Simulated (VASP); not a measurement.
Al:

```
Al
1.0
     0.00000    2.01000    2.01000
     2.01000    0.00000    2.01000
     2.01000    2.01000    0.00000
Al
1
Cartesian
  0.0000 0.0000 0.0000
```

The cell was built by a generator and needn't be a form met in nature.

- Program: VASP 6.6.1
- Task: relaxation of cell and atoms
- Functional: PBE
- Dispersion: D3(BJ)
- Potentials or basis: VASP PAW PBE potentials, release 64 (Al)
- Cutoff: 600 eV
- k mesh: 18 × 18 × 18
- Occupations: methfessel-paxton, width 0.1 eV
- Spin: no spin polarisation

At the start: pressure -2.3 GPa; volume 16.24 Å³/atom.

Task: How do energy, volume and symmetry change on relaxing?

Result: Over 3 steps the energy falls by 3.4 meV/atom and the volume is 15.78 Å³/atom (-2.9 %); space group Fm-3m (No. 225, to 0.05 Å).

Step by step:
| step | energy change (eV) | largest force (eV/Å) | pressure (GPa) | volume (Å³) |
| --- | --- | --- | --- | --- |
| 1 | 0.0000 | 0.0000 | -2.28 | 16.24 |
| 2 | -0.0033 | 0.0000 | 0.40 | 15.70 |
| 3 | -0.0034 | 0.0000 | 0.00 | 15.78 |

Final structure:
```
Al
1.0
     0.00000    1.99061    1.99061
     1.99061    0.00000    1.99061
     1.99061    1.99061    0.00000
Al
1
Direct
  0.00000 0.00000 0.00000
```

Caveat: pairwise dispersion overbinds metals, which lowers pressure and volume.
